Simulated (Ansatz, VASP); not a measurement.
# Na6Zn4Si20O47 in two plane-wave programs, part 4 of 4

Wanted: the spread between two codes on one cell, functional and k mesh. Of the first pair: The structure shown is frame 100 of Ansatz's trajectory.

VASP 6.6.1 and Ansatz 0.2.0.

So far. Step 6 (VASP: single point, PBE, pair 2): The run ends at a pressure of 2.18 GPa, with forces up to 6.6 eV/Å.

## (9) VASP: single point, PBE, pair 3

Level of this step: PBE; plane waves and PAW (Si, Zn, Na_pv, O) (VASP).

The same cell, functional, mesh and smearing now go to VASP, with its own data sets.

INCAR

```
SYSTEM = Na6Zn4Si20O47
PREC = Accurate
ENCUT = 520
EDIFF = 1E-06
NELM = 120
ISMEAR = -1
SIGMA = 0.078
LREAL = Auto
ALGO = Normal
GGA = PE
NBANDS = 280
LORBIT = 11
LWAVE = .FALSE.
LCHARG = .FALSE.
ISIF = 2
LASPH = .TRUE.
GGA_COMPAT = .FALSE.
EFERMI = MIDGAP
NCORE = 2
```

POSCAR

```
Na6Zn4Si20O47
1.0
   10.1607400000      0.0000000000      0.0000000000
    0.0000000000     10.1607400000      0.0000000000
    0.0000000000      0.0000000000     10.1607400000
Si Zn Na O
20 4 6 47
Direct
    0.8074411903      0.2816035053      0.1200995203
    0.8005125611      0.9540840529      0.4198316264
    0.0333243445      0.1951235835      0.7008839907
    0.3626802772      0.5337603364      0.0981129327
    0.1530301927      0.6849599537      0.9122170236
    0.8227845610      0.6989156302      0.2891915353
    0.5071087342      0.3933867021      0.8774360923
    0.1005044908      0.6906091485      0.4476740867
    0.3531238866      0.7568247982      0.2972618136
    0.7496894911      0.2189702719      0.8427240536
    0.9763363692      0.8892364139      0.6345994485
    0.4454990483      0.4872578178      0.5918958659
    0.2396872669      0.2232711397      0.9283477385
    0.7918419328      0.7199869301      0.7767642908
    0.1844452274      0.9423821493      0.0804862638
    0.7327320648      0.5206510549      0.5224127377
    0.5806860524      0.9785507748      0.8145469720
    0.0231380785      0.0926507321      0.2634453790
    0.0127608816      0.4262878491      0.4850138868
    0.8830557617      0.5723894126      0.0139163092
    0.2993384340      0.3002930889      0.3515393564
    0.5976828459      0.2279853633      0.3985831741
    0.1075216963      0.3492855835      0.1760895368
    0.3671090885      0.7423475062      0.7130189337
    0.4897773194      0.1852719389      0.0597692688
    0.2693701443      0.0258839415      0.5129842905
    0.5393012714      0.9942523871      0.2799796078
    0.5809517811      0.8176077727      0.5391438025
    0.5997299409      0.7746581450      0.0273602120
    0.5404232369      0.4719538144      0.2690847320
    0.0937333304      0.8220759512      0.5376576903
    0.4915783693      0.4680466187      0.0230987113
    0.0711621398      0.4230203706      0.3418451806
    0.5316049815      0.9801845141      0.9649789287
    0.4723474865      0.9181713143      0.7039743168
    0.2333491458      0.6746851115      0.3607020748
    0.9431006009      0.2072978937      0.1767489376
    0.9338099390      0.0131584904      0.3744609152
    0.5953011296      0.4318583095      0.5323529585
    0.6955595754      0.8407261676      0.8146552318
    0.8343486793      0.8778396062      0.5573708214
    0.0590212918      0.5714150741      0.5387402886
    0.3985438068      0.2816527143      0.8758712456
    0.0099106955      0.0387176525      0.6772931893
    0.9739546529      0.7098597149      0.3433608182
    0.8324590532      0.6537220714      0.1456685241
    0.8873074205      0.4229121107      0.0638339334
    0.2608668266      0.6134198887      0.0092217693
    0.7740184278      0.6095126930      0.9024933223
    0.6940636214      0.3206656208      0.2261252625
    0.4315236882      0.6390676270      0.5759324616
    0.9435533239      0.7791558489      0.7483608477
    0.8887640073      0.2470489354      0.7625920947
    0.6503955421      0.1123146542      0.7616964906
    0.0436385539      0.2911992630      0.5668287940
    0.8457258034      0.4214850493      0.5312605184
    0.1461704561      0.1431588644      0.3459196870
    0.7241106455      0.6299147503      0.6501002880
    0.1673106486      0.3378100414      0.0060428670
    0.3230571789      0.4235419861      0.2085084354
    0.1668382421      0.2016486988      0.7859073256
    0.2127108852      0.6763975852      0.7775122678
    0.4177550060      0.8661967534      0.3945874021
    0.0566789427      0.9809521747      0.1680979929
    0.7873147035      0.1795243260      0.9980414812
    0.2486334657      0.0845902956      0.0100386389
    0.4784100371      0.4943537577      0.7535868451
    0.0281770816      0.6073179709      0.9763560528
    0.1596340424      0.8462277354      0.9578928306
    0.6946934967      0.0701425290      0.4361001266
    0.3503484982      0.3884756425      0.5189779485
    0.7293366428      0.6024265949      0.3764883266
    0.4377830749      0.6500707626      0.1950743745
    0.6620580784      0.3429179371      0.8612856938
    0.7508606657      0.8478614747      0.3011788511
    0.2833159790      0.8731352244      0.1840515553
    0.4445640770      0.1819257259      0.3080385877
```

KPOINTS

```
Automatic mesh
0
Gamma
1 1 1
0 0 0
```

The projector-augmented-wave data sets are Si, Zn, Na_pv and O (PBE family, release 64).

Command:

```sh
$ mpirun -np 8 vasp_gam
```

Numbers of over 12 decimals in the logs are rounded to 6 here.

Output:

```text
[... set-up lines as in an earlier step ...]
 entering main loop
       N       E                     dE             d eps       ncg     rms          rms(c)
DAV:   1     0.671627218880E+04    0.67163E+04   -0.23289E+05   568   0.183E+03
DAV:   2     0.530442703098E+03   -0.61858E+04   -0.58887E+04   624   0.507E+02
DAV:   3    -0.538198574897E+03   -0.10686E+04   -0.10412E+04   624   0.225E+02
DAV:   4    -0.614332474538E+03   -0.76134E+02   -0.75145E+02   672   0.660E+01
[...]
DAV:  18    -0.535159136553E+03   -0.17707E-05   -0.85551E-05   808   0.523E-02    0.113E-02
DAV:  19    -0.535159138809E+03   -0.22559E-05   -0.30268E-05   720   0.187E-02    0.812E-03
DAV:  20    -0.535159138818E+03   -0.87457E-08   -0.33163E-06   536   0.906E-03
   1 F= -.53515914E+03 E0= -.53515914E+03  d E =-.257169E-06
```

Parts of OUTCAR (step 9):

```text
  Total        5.7137274      0.8551952      6.3783057     -7.8668866     -0.9590547      5.3995156
  in kB        8.7267811      1.3061704      9.7418155    -12.0153785     -1.4647987      8.2468742
  external PRESSURE =       6.5915890 kB  Pullay stress =       0.0000000 kB

 POSITION                                       TOTAL-FORCE (eV/Angst)
 -----------------------------------------------------------------------------------
      8.20420      2.86130      1.22030         1.428190      1.638270      1.251187
      8.13380      9.69420      4.26580        -1.497386      1.456841     -0.811834
      0.33860      1.98260      7.12150        -1.779139      2.247874     -0.961872
      3.68510      5.42340      0.99690        -1.196071     -0.219119      1.509793
      1.55490      6.95970      9.26880         0.074143      1.655695      4.698789
      8.36010      7.10150      2.93840         1.394880      1.788817      3.133206
      5.15260      3.99710      8.91540         0.497415      2.301930     -1.483359
      1.02120      7.01710      4.54870        -1.156034      0.661394     -2.139207
      3.58800      7.68990      3.02040        -0.406460      3.434167     -1.476975
      7.61740      2.22490      8.56270         1.819667     -2.719014     -0.822228
      9.92030      9.03530      6.44800         0.368556     -1.294393     -1.172166
      4.52660      4.95090      6.01410         0.661130     -1.717922      0.293020
      2.43540      2.26860      9.43270         0.519783      0.485969     -0.682730
      8.04570      7.31560      7.89250        -1.346333     -0.996523     -1.157749
[...]
-----------------------------------------------------------------------------------
    total drift:                                0.022783      0.014476     -0.028312

  FREE ENERGIE OF THE ION-ELECTRON SYSTEM (eV)
  ---------------------------------------------------
  free  energy   TOTEN  =      -535.1591388176 eV

  energy  without entropy=     -535.1591385604  energy(sigma->0) =     -535.15913869

[... 2 parts as in an earlier step ...]

[... 1 further part left out ...]
[key lines of the parts left out:]
E-fermi :   3.3500
```

The run ends at a pressure of 0.66 GPa, with forces up to 5.0 eV/Å.

## (10) Comparison

What differs besides the data sets and the points named for the pairs above, as far as they apply: the data sets hold 464 valence electrons in Ansatz (on its default PAW (the set named soft_2) files) and 452 in VASP. Total energies have different zeros and are not compared.

Forces on 10 of the 77 atoms, those with the largest forces and the largest differences (eV/Å; atoms numbered as in POSCAR):

```csv
atom,"Ansatz x, y, z","VASP x, y, z"
Si5,"0.106, 1.658, 4.656","0.074, 1.656, 4.699"
Si6,"1.405, 1.780, 3.171","1.395, 1.789, 3.133"
Si13,"0.442, 0.515, -0.611","0.520, 0.486, -0.683"
Si16,"-2.786, 2.752, 0.964","-2.831, 2.796, 0.969"
Si18,"-0.947, 1.830, 3.520","-1.024, 1.825, 3.516"
Zn22,"0.293, 0.010, -0.282","0.345, 0.080, -0.230"
O56,"3.805, -1.218, -1.171","3.882, -1.248, -1.185"
O62,"0.504, -0.398, -3.944","0.448, -0.433, -3.974"
O64,"0.585, -2.772, -3.738","0.596, -2.783, -3.768"
O77,"-0.022, 0.608, 0.204","-0.080, 0.552, 0.129"
```

The forces differ by 31 meV/Å r.m.s., which is 2.4 % of the r.m.s. force of 1.284 eV/Å (both taken over all components).

## (11) What came out

* r.m.s. force difference (single point, PBE, pair 1): 2.6 % of the r.m.s. force
* r.m.s. force difference (single point, PBE, pair 2): 2.2 % of the r.m.s. force
* r.m.s. force difference (single point, PBE, pair 3): 2.4 % of the r.m.s. force

The r.m.s. force difference is 2.6 % of the r.m.s. force (single point, PBE, pair 1), within the 3 % picked in this series as the mark of a large difference. The data sets hold unlike numbers of valence electrons (464 in Ansatz and 452 in VASP), so part of the differences comes from the potentials. Such differences can come from data sets, numerical settings and the points named under the comparisons, not from the functional's error against experiment.

[Lines on the potential files, build, host, timing and source positions are cut from VASP's logs without a mark.]

[Logs are printed without paths, hosts, clocks, repeated set-up lines and the standing remarks that a program may print on its own settings, such as how far it seeks lower states.]

[Hosts, paths, dates, database ids (printed as entryN), source tags and the programs' standing remarks are cut or masked in the printed files.]
